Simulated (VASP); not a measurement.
Computed with r2SCAN meta-GGA, VASP's PBE PAW potentials (set 64) (plane waves; VASP).

Input for VASP

**KPOINTS**
```
Automatic mesh
0
Gamma
10 10 10
0 0 0
```

File POSCAR:
```
PdIn
1.0
  3.2715451328   0.0000000000   0.0000000000
  0.0000000000   3.2715451328   0.0000000000
  0.0000000000   0.0000000000   3.2551874071
In Pd
1 1
Cart
  1.6357725664   1.6357725664   1.6275937036
  0.0000000000   0.0000000000   0.0000000000
```

INCAR:
```
LASPH  =  T   # aspherical one-centre terms
ENCUT  =  480
SYSTEM  =  PdIn
LCHARG  =  F
LWAVE  =  F
EDIFF  =  1E-7
NELM  =  100
LREAL  =  F
LMAXMIX  =  4
LMIXTAU  =  T
PREC  =  Accurate
ALGO  =  Normal
METAGGA  =  R2SCAN
SIGMA  =  0.1   # width (eV)
ISIF  =  2   # forces and stress, cell fixed
ISMEAR  =  1
```

POTCAR, in this order: In_d Pd (PBE.64 set). Program: vasp_std.

What VASP printed:

### OSZICAR
```
       N       E                     dE             d eps       ncg     rms          rms(c)
DAV:   1     0.119911618155E+03    0.11991E+03   -0.11232E+04  3829   0.194E+03
DAV:   2    -0.444335089304E+02   -0.16435E+03   -0.16018E+03  3990   0.409E+02
DAV:   3    -0.519343196590E+02   -0.75008E+01   -0.74696E+01  4697   0.951E+01
DAV:   4    -0.520825253086E+02   -0.14821E+00   -0.14813E+00  4788   0.125E+01
DAV:   5    -0.520899735214E+02   -0.74482E-02   -0.74481E-02  5673   0.245E+00    0.885E+00
DAV:   6    -0.467214924949E+02    0.53685E+01   -0.49035E+00  4130   0.363E+01    0.397E+00
DAV:   7    -0.466000701808E+02    0.12142E+00   -0.53241E-01  4018   0.946E+00    0.253E+00
DAV:   8    -0.466249626504E+02   -0.24892E-01   -0.15051E-01  4242   0.340E+00    0.137E+00
DAV:   9    -0.466271548669E+02   -0.21922E-02   -0.71327E-02  3962   0.316E+00    0.383E-01
DAV:  10    -0.466368344074E+02   -0.96795E-02   -0.24931E-02  4123   0.199E+00    0.224E-01
DAV:  11    -0.466362853403E+02    0.54907E-03   -0.70520E-03  3948   0.940E-01    0.199E-01
DAV:  12    -0.466381166064E+02   -0.18313E-02   -0.10927E-03  4277   0.339E-01    0.888E-02
DAV:  13    -0.466382160319E+02   -0.99425E-04   -0.13347E-04  4655   0.114E-01    0.775E-02
DAV:  14    -0.466378623558E+02    0.35368E-03   -0.12428E-04  3962   0.127E-01    0.134E-01
DAV:  15    -0.466385145533E+02   -0.65220E-03   -0.72958E-04  3927   0.317E-01    0.272E-02
DAV:  16    -0.466385149932E+02   -0.43984E-06   -0.14466E-05  4403   0.352E-02    0.145E-02
DAV:  17    -0.466385137533E+02    0.12399E-05   -0.71910E-07  5104   0.887E-03    0.204E-02
DAV:  18    -0.466385137677E+02   -0.14387E-07   -0.14960E-08  2303   0.111E-03
   1 F= -.46638514E+02 E0= -.46637954E+02  d E =-.167932E-02
```

### OUTCAR
```
------------------------ aborting loop because EDIFF is reached ----------------------------------------
  FORCE on cell =-STRESS in cart. coord.  units (eV):
  Direction    XX          YY          ZZ          XY          YZ          ZX
  --------------------------------------------------------------------------------------
  Total        0.2313186      0.2313186      0.1755428      0.0000000     -0.0000000      0.0000000
  in kB       10.6374926     10.6374926      8.0725706      0.0000000     -0.0000000      0.0000000
  external PRESSURE =       9.7825186 kB  Pullay stress =       0.0000000 kB
  volume of cell :       34.84
      direct lattice vectors                 reciprocal lattice vectors
     3.271545133  0.000000000  0.000000000     0.305665965  0.000000000  0.000000000
     0.000000000  3.271545133  0.000000000     0.000000000  0.305665965  0.000000000
     0.000000000  0.000000000  3.255187407     0.000000000  0.000000000  0.307201975
 POSITION                                       TOTAL-FORCE (eV/Angst)
 -----------------------------------------------------------------------------------
      1.63577      1.63577      1.62759         0.000000      0.000000      0.000000
      0.00000      0.00000      0.00000         0.000000      0.000000      0.000000
 -----------------------------------------------------------------------------------
    total drift:                                0.000000      0.000000     -0.000000
  FREE ENERGIE OF THE ION-ELECTRON SYSTEM (eV)
  ---------------------------------------------------
  free  energy   TOTEN  =       -46.6385137677 eV

  energy  without entropy=      -46.6368344468  energy(sigma->0) =      -46.63795399
```
(Selected blocks of OUTCAR.)

### OUTCAR
```
 val. band max:       10.6620463744   @ k =   0.5000   0.4000   0.3000

 cond. band min:      10.6717851828   @ k =   0.4000   0.3000   0.2000


 Fermi energy:        10.6646154669

 k-point     1 :       0.0000    0.0000    0.0000
  band No.  band energies     occupation
      1      -5.0890      2.00000
      2      -5.0805      2.00000
      3      -4.6559      2.00000
      4      -4.6524      2.00000
      5      -4.6524      2.00000
      6      -0.0079      2.00000
      7       6.4495      2.00000
      8       6.4577      2.00000
      9       8.0798      2.00000
     10       8.0911      2.00000
     11       8.0911      2.00000
     12      14.9563      0.00000
     13      14.9563      0.00000
     14      15.1066      0.00000
     15      20.6718      0.00000

 k-point     2 :       0.1000    0.0000    0.0000
  band No.  band energies     occupation
      1      -5.0814      2.00000
      2      -5.0470      2.00000
      3      -4.6665      2.00000
      4      -4.6630      2.00000
      5      -4.6492      2.00000
      6       0.1585      2.00000
      7       6.4533      2.00000
      8       6.4819      2.00000
      9       7.9572      2.00000
     10       7.9716      2.00000
     11       8.0840      2.00000
     12      13.8565      0.00000
     13      15.2867      0.00000
     14      15.4340      0.00000
     15      20.9758      0.00000

 k-point     3 :       0.2000    0.0000    0.0000
  band No.  band energies     occupation
      1      -5.0656      2.00000
      2      -4.9554      2.00000
      3      -4.6942      2.00000
      4      -4.6906      2.00000
      5      -4.6408      2.00000
      6       0.6558      2.00000
      7       6.4590      2.00000
      8       6.4871      2.00000
      9       7.6671      2.00000
     10       7.6880      2.00000
     11       8.0652      2.00000
     12      11.9117     -0.00000
     13      16.1985      0.00000
     14      16.3395      0.00000
     15      21.0456      0.00000
...
```

Unless said otherwise, spin-orbit coupling is left out, though it shifts the bands of the heavy elements here.

The compound is PdIn in the CsCl type structure. This cell was strained or had an atom moved on purpose. The electron count is odd and the run is not spin-polarised, which forces a metal.
